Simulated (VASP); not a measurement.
Consider the following.

```xyz
5
Lattice="-2.1327 2.1327 4.9822 2.1327 -2.1327 4.9822 2.1327 2.1327 -4.9822" Properties=species:S:1:pos:R:3 pbc="T T T"
La     0.0000     0.0000     9.9574
Si     0.0000     0.0000     4.1625
Si     2.1327     0.0000     2.5973
Si     0.0000     2.1327     2.5973
Ru     0.0000     0.0000     6.5332
```

Method: PBEsol GGA, VASP's PBE PAW potentials (set 64) (plane waves; VASP). Run with 300 eV cut-off, 9×9×9 Γ-centred mesh, Gaussian smearing of 0.050 eV, potentials La Si Ru_pv.

At this cut-off the stress carries a Pulay error, which pulls relaxed volumes low. Energy and stress use the plane-wave basis of the starting cell.

**Question.** The ions, cell shape and volume are relaxed. Predict the relaxed structure.

**Answer.** 
```xyz
5
Lattice="-2.1124 2.1124 4.9517 2.1124 -2.1124 4.9517 2.1124 2.1124 -4.9517" Properties=species:S:1:pos:R:3 pbc="T T T"
La     0.0000     0.0000     9.8985
Si     0.0000     0.0000     4.1349
Si     2.1124     0.0000     2.5854
Si     0.0000     2.1124     2.5854
Ru     0.0000     0.0000     6.4852
```
Space group I4mm (107), at a tolerance of 0.03 Å.

**Question.** How do energy and volume change from the first to the last step?

**Answer.** The energy (σ→0) changes by -4.7 meV/atom and the volume by -2.5 %, in 9 ionic steps.

| step | E(σ→0) (eV) | max force (eV/Å) | pressure (GPa) | volume (Å³) |
|---|---|---|---|---|
| 1 | -36.5938 | 0.091 | -3.17 | 90.65 |
| 2 | -36.5851 | 0.232 | 4.11 | 86.02 |
| 3 | -36.6160 | 0.117 | -0.04 | 88.49 |
| 4 | -36.6160 | 0.118 | 0.04 | 88.44 |
| 5 | -36.6169 | 0.040 | 0.03 | 88.37 |
| 6 | -36.6170 | 0.043 | 0.04 | 88.33 |
| 7 | -36.6170 | 0.043 | 0.05 | 88.33 |
| 8 | -36.6171 | 0.003 | -0.07 | 88.40 |
| 9 | -36.6171 | 0.009 | -0.07 | 88.38 |

The structure comes from a computed database's LaSi3Ru entry; how it stands against other phases isn't given here. This run relaxes it. Symmetry was kept, so distortions that lower it aren't found. The run is one of a series of settings (EDIFFG = -0.01, IBRION = 2, ISIF = 3, NSW = 50 against the base run), some of them coarse on purpose. The electron count is odd and the run is not spin-polarised, which forces a metal.
